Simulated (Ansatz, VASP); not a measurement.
# MgSc: VASP beside Ansatz, part 2 of 2

Aim: how closely do two programs agree when they are given the same cell, functional and k mesh? The cell is taken from a series of runs on this material, whose earlier steps may have relaxed, scaled, displaced or heated it; both programs get it as it stands.

VASP 6.6.1 and Ansatz 0.2.0.

So far: Starting point; Ansatz: relaxation of cell and atoms, PBEsol; VASP: relaxation of cell and atoms, PBEsol; Comparison.

## Step 5: Ansatz: zone-centre phonons, PBEsol

Level of this step: Ansatz beside VASP: Kohn-Sham DFT, plane waves, PBEsol (Ansatz).

Second derivatives magnify differences that forces hide, and they need a tight electronic threshold.

The cell is taken from a series of runs on this material, whose earlier steps may have relaxed, scaled, displaced or heated it; both programs get it as it stands.

Input file input.yaml:

```yaml
crystal:
  lattice:
    - [3.5628400337, 0.0, 0.0]
    - [0.0, 3.5628400337, 0.0]
    - [0.0, 0.0, 3.5628400337]
  atoms:
    - { symbol: Mg, position: [0.0, 0.0, 0.0] }
    - { symbol: Sc, position: [0.5, 0.5, 0.5] }
kpoints:
  mp_grid: { grid: [12, 12, 12] }
hamiltonian:
  xc: pbesol
scf:
  occupations: { method: methfessel_paxton, width: 0.15 }
output:
  eigenvalues: true
phonons:
  method: dfpt
```

Run with:

```sh
> ansatz run input.yaml --threads 4 --pin off --max-ram 7168MiB --backend cpu --events-out ev --progress --plain --runs-dir out
```

Numbers of over 12 decimals in the logs are rounded to 6 here.

The log of the run:

```text
[...]
Crystal: 2 atoms, lattice volume = 45.226 Å³
Basis set: ecut = 420 eV, 895 PW (Γ), exchange–correlation on 48×48×48 points (8 copies of the dense FFT grid, shifted against one another)
Bands: 15, of which v1, the nominal top of the filled ones, is band 11 counted from 1 (10 counted from 0)
Symmetry: 48 space group operations
k-points: 196 of 1728 (irreducible under 8 space group operations, time reversal used)
[...]
k mesh reduced under 8 symmetry operations, with k and −k counted as one. Each operation leaves every solved perturbation unchanged. A smaller set is not used because it would not reduce the number of displacements times k-points to solve
  ASR residual: 6.334e-5 → 0.000e0 eV/Å²; symmetrization residual: 2.730e-6 eV/Å²
  ASR residual per site (eV/Å²): 6.33e-5 5.34e-6
  Γ frequencies (cm⁻¹): 0.00 0.00 0.00 265.48 265.48 265.48
  non-analytic LO–TO correction: not included (Born effective charges unavailable; polar crystals: no LO–TO splitting at Γ)
[key lines of the parts left out:]
SCF converged after 8 iterations
Free energy (F): -4023.482661 eV
Fermi energy:    7.756360 eV
```

## Step 6: VASP: zone-centre phonons, PBEsol

The same cell, functional, mesh and smearing now go to VASP, with its own data sets.

Input file INCAR:

```
SYSTEM = MgSc
PREC = Accurate
ENCUT = 600
EDIFF = 1E-08
NELM = 120
ISMEAR = 1
SIGMA = 0.15
LREAL = .FALSE.
ALGO = Normal
GGA = PS
NBANDS = 12
LASPH = .TRUE.
LORBIT = 11
LWAVE = .FALSE.
LCHARG = .FALSE.
ISIF = 2
IBRION = 8
GGA_COMPAT = .FALSE.
KPAR = 2
```

Input file POSCAR:

```
MgSc
1.0
    3.5628400337      0.0000000000      0.0000000000
    0.0000000000      3.5628400337      0.0000000000
    0.0000000000      0.0000000000      3.5628400337
Mg Sc
1 1
Direct
    0.0000000000      0.0000000000      0.0000000000
    0.5000000000      0.5000000000      0.5000000000
```

Input file KPOINTS:

```
Automatic mesh
0
Gamma
12 12 12
0 0 0
```

The projector-augmented-wave data sets are Mg and Sc_sv (PBE family, release 64).

Run with:

```sh
> mpirun -np 2 vasp_std
```

The log of the run:

```text
[banner, memory and clock lines left out]
running    2 mpi-ranks, on    1 nodes
[...]
[... a notice as in an earlier step ...]

 LDA part: xc-table for (Slater+PW92), standard interpolation
 POSCAR, INCAR and KPOINTS ok, starting setup
[...]
entering main loop
       N       E                     dE             d eps       ncg     rms          rms(c)
DAV:   1     0.148287666480E+03    0.14829E+03   -0.67925E+03  2056   0.108E+03
DAV:   2    -0.597711108994E+01   -0.15426E+03   -0.15120E+03  2112   0.351E+02
DAV:   3    -0.953319068481E+01   -0.35561E+01   -0.34717E+01  3164   0.738E+01
DAV:   4    -0.958604419339E+01   -0.52854E-01   -0.52465E-01  2940   0.681E+00
[...]
DAV:  13    -0.839268419174E+01    0.14309E-06   -0.25080E-07  3268   0.537E-03    0.347E-04
DAV:  14    -0.839268420789E+01   -0.16152E-07   -0.47413E-09  1644   0.109E-03    0.155E-04
DAV:  15    -0.839268420306E+01    0.48312E-08   -0.27017E-09  1372   0.949E-04
   1 F= -.83926842E+01 E0= -.83919963E+01  d E =-.206360E-02
[...]
RMM:   8    -0.227970741294E-02   -0.24658E-06   -0.37286E-09  8605   0.404E-04    0.199E-05
RMM:   9    -0.227969485994E-02    0.12553E-07   -0.59069E-10  8565   0.152E-04    0.470E-06
RMM:  10    -0.227969914265E-02   -0.42827E-08   -0.34226E-10  8638   0.451E-05    0.211E-06
 first order change of Fermi-energy  -0.20563E-03
 force on displaced ion       1 direction 1 :  -4.110  -0.000  -0.000
 Linear response progress:
  Degree of freedom:   2/  2
       N       E                     dE             d eps       ncg     rms          rms(c)
RMM:   1    -0.761354370901E+00   -0.76135E+00   -0.66562E+01  4874   0.224E+02
RMM:   2    -0.756860662561E+00    0.44937E-02   -0.10622E-01  6360   0.460E+00    0.143E-01
RMM:   3    -0.757534247982E+00   -0.67359E-03   -0.28727E-02  7589   0.175E+00    0.348E-02
RMM:   4    -0.756490155887E+00    0.10441E-02   -0.20682E-03  8526   0.532E-01    0.270E-02
[...]
RMM:  13    -0.756699032355E+00    0.14983E-06   -0.45174E-08  9176   0.206E-04    0.134E-06
RMM:  14    -0.756699055153E+00   -0.22798E-07   -0.45603E-08  8252   0.166E-04    0.129E-06
RMM:  15    -0.756699045560E+00    0.95935E-08   -0.32243E-08  7095   0.149E-04    0.186E-06
 first order change of Fermi-energy   0.36072E-03
 force on displaced ion       2 direction 1 :  -4.120   0.000  -0.000
 Linear response finished
```

OUTCAR, selected parts (step 6):

```text
  Total        0.0184631      0.0184631      0.0184631     -0.0000000      0.0000000     -0.0000000
  in kB        0.6540729      0.6540729      0.6540729     -0.0000000      0.0000000     -0.0000000
  external PRESSURE =       0.6540729 kB  Pullay stress =       0.0000000 kB

 POSITION                                       TOTAL-FORCE (eV/Angst)
 -----------------------------------------------------------------------------------
      0.00000      0.00000      0.00000         0.000000      0.000000      0.000000
      1.78142      1.78142      1.78142         0.000000      0.000000      0.000000
 -----------------------------------------------------------------------------------
    total drift:                                0.000000      0.000000      0.000000

[... 1 part as in an earlier step ...]

[... 1 further part left out ...]
```

## Step 7: Comparison

What differs besides the data sets and the points named for the pairs above, as far as they apply: the data sets hold 21 valence electrons in Ansatz (on its default PAW (the set named soft_2) files) and 13 in VASP. Total energies have different zeros and are not compared.

Both answers:

```csv
quantity,Ansatz,VASP,difference
optical mode 1 to 3 (cm⁻¹),265.5,266.3,-0.30 %
```

Modes are paired by rising frequency, not by their patterns, so a pair may set unlike modes beside each other; they are those without the splitting of longitudinal modes.

## Step 8: Summary of results

* difference in volume (relaxation of cell and atoms, PBEsol): -0.14 %
* r.m.s. difference of the optical zone-centre modes, each program's sorted by frequency (zone-centre phonons, PBEsol): 0.80 cm⁻¹

**Reading.** The difference in volume is -0.14 % (relaxation of cell and atoms, PBEsol), within the 1.2 % picked in this series as the mark of a large difference, as far as the stopping tolerances let one tell. The data sets hold unlike numbers of valence electrons (21 in Ansatz and 13 in VASP), so part of the differences comes from the potentials. Such differences can come from data sets, numerical settings and the points named under the comparisons, not from the functional's error against experiment.

[Lines on the potential files, build, host, timing and source positions are cut from VASP's logs without a mark.]

[Logs are printed without paths, hosts, clocks, repeated set-up lines and the standing remarks that a program may print on its own settings, such as how far it seeks lower states.]

[Hosts, paths, dates, database ids (printed as entryN), source tags and the programs' standing remarks are cut or masked in the printed files.]
